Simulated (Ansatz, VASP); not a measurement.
# Li4H3F in two plane-wave programs, part 2 of 2

Wanted: the spread between two codes on one cell, functional and k mesh. The structure shown is frame 67 of Ansatz's trajectory.

VASP 6.6.1 and Ansatz 0.2.0.

So far: The starting structure; Ansatz: dynamics, PBE.

## 3. VASP: single point, PBE

Level of this step: PBE; plane waves and PAW (Li_sv, H, F) (VASP).

The same cell, functional and mesh now go to VASP, with its own data sets.

Lines of VASP's logs that name or quote its potential files are left out, and so is its time.

INCAR

```
SYSTEM = Li4H3F
PREC = Accurate
ENCUT = 650
EDIFF = 1E-06
NELM = 120
ISMEAR = 0
SIGMA = 0.01
LREAL = Auto
ALGO = Normal
GGA = PE
NBANDS = 136
LORBIT = 11
LWAVE = .FALSE.
LCHARG = .FALSE.
ISIF = 2
LASPH = .TRUE.
GGA_COMPAT = .FALSE.
EFERMI = MIDGAP
NCORE = 2
```

POSCAR

```
Li4H3F
1.0
    8.1380000000      0.0000000000      0.0000000000
    0.0000000000      8.1380000000      0.0000000000
    0.0000000000      0.0000000000      8.1380000000
Li H F
32 24 8
Direct
    0.9891865323      0.9960432539      0.9939051364
    0.9737527648      0.2385475547      0.2418776112
    0.2418776112      0.9868640944      0.2441386090
    0.2383140821      0.2459572377      0.0187761121
    0.9854018186      0.9875645122      0.5107520275
    0.0149176702      0.2394322929      0.7487097567
    0.2446669943      0.0018677808      0.7381789137
    0.2245023347      0.2617596461      0.4826738756
    0.9815925289      0.5069181617      0.9868763824
    0.0027648071      0.7638608995      0.2631850578
    0.2531211600      0.4882895060      0.2429835340
    0.2400466945      0.7406733841      0.0158761366
    0.0035881052      0.4953919882      0.4704718604
    0.9906119440      0.7363725731      0.7328459081
    0.2383755222      0.4874170558      0.7530720079
    0.2477512902      0.7451093635      0.5127304006
    0.4971246006      0.0052715655      0.9935856476
    0.5016465962      0.2181985746      0.2584295896
    0.7500737282      0.9955025805      0.2633816663
    0.7500860162      0.2590317031      0.9966576554
    0.5214180388      0.0267018924      0.5396411895
    0.5162202015      0.2601130499      0.7685057754
    0.7681617105      0.0006266896      0.7514868518
    0.7571270582      0.2859547800      0.4937699681
    0.4896534775      0.5076923077      0.9869992627
    0.4874047678      0.7454534284      0.2728311624
    0.7589211108      0.5202875399      0.2396780536
    0.7590808552      0.7645121652      0.0222536250
    0.5106905874      0.4939911526      0.4993118702
    0.4854141067      0.7483534038      0.7516220202
    0.7612558368      0.5145613173      0.7698574588
    0.7356352912      0.7501843205      0.5048660605
    0.2519169329      0.9860530843      0.9956869010
    0.9987589088      0.9882772180      0.2650651266
    0.0015114279      0.2645736053      0.0151265667
    0.2474809536      0.0025190464      0.5097689850
    0.2327598919      0.2637748833      0.7429343819
    0.0062791841      0.9970262964      0.7546080118
    0.2226959941      0.5014131236      0.9934750553
    0.2478987466      0.7579872204      0.2596215286
    0.9833620054      0.4893954289      0.2504177931
    0.9829687884      0.7452936840      0.9857950356
    0.2537724257      0.4938928484      0.4777217990
    0.9929958221      0.4909560088      0.7425903170
    0.7478127304      0.0026787909      0.9945564021
    0.5176579012      0.9985991644      0.2820840501
    0.7644875891      0.9926763333      0.5269722290
    0.7492135660      0.2504423691      0.7583312853
    0.4842713197      0.0050995331      0.7649299582
    0.5258294421      0.2628287048      0.5120545589
    0.7391988203      0.4962398624      0.9947407225
    0.7571147702      0.7614524453      0.2443475055
    0.4966822315      0.5170803637      0.2363234210
    0.4730646350      0.7524944704      0.0033546326
    0.4953182600      0.4955763087      0.7587367904
    0.5204227083      0.7465962153      0.5111329565
    0.2497542394      0.2463013025      0.2416564266
    0.9938805603      0.2475423937      0.4974318014
    0.2575571393      0.7324035390      0.7392848366
    0.0108871959      0.7566969771      0.4945195380
    0.7427623495      0.2506635537      0.2514745638
    0.4953182600      0.2422216761      0.0146596215
    0.7602359302      0.5249324158      0.4800933890
    0.7592897518      0.7422339641      0.7422462522
```

KPOINTS

```
Automatic mesh
0
Gamma
1 1 1
0 0 0
```

PAW data sets: Li_sv, H and F (PBE family, release 64).

Command:

```bash
mpirun -np 8 vasp_gam
```

Numbers of over 12 decimals in the logs are rounded to 6 here.

The log of the run:

```text
[banner, memory and clock lines left out]
running    8 mpi-ranks, on    1 nodes
[...]
LDA part: xc-table for (Slater+PW92), standard interpolation
 POSCAR, INCAR and KPOINTS ok, starting setup
[...]
entering main loop
       N       E                     dE             d eps       ncg     rms          rms(c)
DAV:   1     0.211473545893E+04    0.21147E+04   -0.97660E+04   288   0.172E+03
DAV:   2     0.892796725889E+02   -0.20255E+04   -0.18283E+04   344   0.471E+02
DAV:   3    -0.183471709597E+03   -0.27275E+03   -0.26956E+03   384   0.142E+02
DAV:   4    -0.226444344983E+03   -0.42973E+02   -0.42466E+02   488   0.500E+01
[...]
DAV:  14    -0.220546531617E+03    0.16970E-05   -0.55901E-05   392   0.209E-02    0.567E-03
DAV:  15    -0.220546533068E+03   -0.14512E-05   -0.67677E-06   296   0.842E-03    0.315E-03
DAV:  16    -0.220546533873E+03   -0.80527E-06   -0.84790E-07   192   0.453E-03
   1 F= -.22054653E+03 E0= -.22054653E+03  d E =0.000000E+00
```

From OUTCAR (step 3):

```text
  Total        2.5536179      0.3365293      2.5950727     -0.0897275     -0.4123023      0.1168299
  in kB        7.5912525      1.0004156      7.7144872     -0.2667370     -1.2256694      0.3473053
  external PRESSURE =       5.4353851 kB  Pullay stress =       0.0000000 kB

 POSITION                                       TOTAL-FORCE (eV/Angst)
 -----------------------------------------------------------------------------------
      8.05000      8.10580      8.08840         0.267197     -0.049698     -0.006742
      7.92440      1.94130      1.96840         0.354853      0.151647      0.160343
      1.96840      8.03110      1.98680         0.134642      0.267138      0.274620
      1.93940      2.00160      0.15280         0.132552      0.048156     -0.498391
      8.01920      8.03680      4.15650         0.433514      0.319479     -0.180093
      0.12140      1.94850      6.09300        -0.439400      0.267331     -0.048439
      1.99110      0.01520      6.00730         0.146424     -0.000530      0.225239
      1.82700      2.13020      3.92800         0.355117     -0.378782      0.210078
      7.98820      4.12530      8.03120         0.400292     -0.145606      0.295836
      0.02250      6.21630      2.14180        -0.046857     -0.277044     -0.109347
      2.05990      3.97370      1.97740         0.034523      0.142538     -0.054119
      1.95350      6.02760      0.12920         0.086943      0.120803     -0.327336
      0.02920      4.03150      3.82870        -0.110640      0.210407      0.442812
      8.06160      5.99260      5.96390         0.317637      0.090320      0.203528
[...]
-----------------------------------------------------------------------------------
    total drift:                                0.031240     -0.010213     -0.012418

  FREE ENERGIE OF THE ION-ELECTRON SYSTEM (eV)
  ---------------------------------------------------
  free  energy   TOTEN  =      -220.5465338730 eV

  energy  without entropy=     -220.5465338730  energy(sigma->0) =     -220.54653387

[... 3 further parts left out ...]
[key lines of the parts left out:]
E-fermi :   2.5192
```

The run ends at a pressure of 0.54 GPa, with forces up to 0.81 eV/Å.

## 4. Differences

Known differences besides the potentials themselves: fixed occupations in Ansatz, narrow Gaussian smearing in VASP; the cutoff is 420 eV in Ansatz and 650 eV in VASP (PREC = Accurate, projectors in real space). Total energies have different zeros and are not compared.

Forces on 10 of the 64 atoms, those with the largest forces and the largest differences (eV/Å; atoms numbered as in POSCAR):

```csv
atom,"Ansatz x, y, z","VASP x, y, z"
Li5,"0.432, 0.306, -0.182","0.434, 0.319, -0.180"
Li14,"0.299, 0.092, 0.194","0.318, 0.090, 0.204"
Li16,"0.133, 0.115, -0.328","0.140, 0.119, -0.345"
Li21,"-0.236, -0.237, -0.493","-0.237, -0.240, -0.500"
Li28,"-0.335, -0.084, -0.469","-0.333, -0.084, -0.470"
H35,"-0.246, -0.437, -0.357","-0.247, -0.436, -0.356"
H56,"-0.577, -0.006, -0.113","-0.580, -0.006, -0.112"
F57,"-0.042, -0.128, 0.550","-0.041, -0.133, 0.568"
F59,"-0.451, 0.176, 0.173","-0.466, 0.177, 0.187"
F63,"-0.174, -0.748, 0.229","-0.176, -0.754, 0.232"
```

The forces differ by 4.6 meV/Å r.m.s., which is 2.0 % of the r.m.s. force of 0.233 eV/Å (both taken over all components).

## 5. What came out

```yaml
r_m_s_force_difference_single_point_pbe: 2.0 % of the r.m.s. force
```

**Reading.** The r.m.s. force difference is 2.0 % of the r.m.s. force (single point, PBE), within the 3 % picked in this series as the mark of a large difference. 2 further runs of this series are not shown here. How closely two codes agree says nothing of how well the functional describes the real material.

[Lines on the potential files, build, host, timing and source positions are cut from VASP's logs without a mark.]

[Logs are printed without paths, hosts, clocks, repeated set-up lines and the standing remarks that a program may print on its own settings, such as how far it seeks lower states.]

[Hosts, paths, dates, database ids (printed as entryN), source tags and the programs' standing remarks are cut or masked in the printed files.]
